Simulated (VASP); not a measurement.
Data:

```
CELL_PARAMETERS angstrom
      0.00000     2.73061     2.73061
      2.73061     0.00000     2.73061
      2.73061     2.73061     0.00000
ATOMIC_POSITIONS crystal
  Ce 0.00000 0.00000 0.00000
  O  0.25000 0.25000 0.25000
  O  0.75000 0.75000 0.75000
```

The numbers are results of PBE GGA, VASP's PBE PAW potentials (set 64) (plane waves; VASP 6.6.1), not measurements. Numerical set-up: 520 eV cut-off, 8×8×8 Γ-centred mesh, tetrahedra with Blöchl corrections, potentials Ce O.

**Question.** The job: CeO2 (fluorite), 3 atoms, PBE, static run, 520 eV, 8×8×8 Γ-centred mesh. Roughly how much core time does it take on a busy server core?

**Answer.** About 20 core-seconds (one run on a shared machine, a rough figure). It had 29 irreducible k-points, 16 bands, up to 1108 plane waves and 21 electronic steps.

The compound is CeO2 in the fluorite structure. It was relaxed first.
